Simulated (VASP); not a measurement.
Crystal: SrO.

```
CELL_PARAMETERS angstrom
0.00000 2.56500 2.56500
2.56500 0.00000 2.56500
2.56500 2.56500 0.00000
ATOMIC_POSITIONS crystal
Sr 0.00000 0.00000 0.00000
O 0.50000 0.50000 0.50000
```

The cell was built by a generator and needn't be a form met in nature.

```yaml
Program: VASP 6.6.1
Task: relaxation of cell and atoms
Functional: r2SCAN
Potentials_or_basis: VASP PAW PBE potentials, release 64 (Sr_sv, O)
Cutoff: 600 eV
k_mesh: 10 × 10 × 10
Occupations: gaussian, width 0.02 eV
Spin: no spin polarisation
```

At the start: pressure 2.2 GPa; volume 16.88 Å³/atom.

**Question.** Where does the relaxation end?

**Answer.** Over 3 steps the energy falls by 2.5 meV/atom and the volume is 17.25 Å³/atom (+2.2 %); space group Fm-3m (No. 225, to 0.05 Å).

Step by step:
| step | energy change (eV) | largest force (eV/Å) | pressure (GPa) | volume (Å³) |
| --- | --- | --- | --- | --- |
| 1 | 0.0000 | 0.0000 | 2.17 | 33.75 |
| 2 | -0.0039 | 0.0000 | -0.98 | 34.88 |
| 3 | -0.0050 | 0.0000 | 0.00 | 34.51 |

Final structure:
```
CELL_PARAMETERS angstrom
0.00000 2.58402 2.58402
2.58402 0.00000 2.58402
2.58402 2.58402 0.00000
ATOMIC_POSITIONS crystal
Sr 0.00000 0.00000 0.00000
O 0.50000 0.50000 0.50000
```

Caveat: the PAW data sets were made with another functional, which shifts forces and pressure a little.
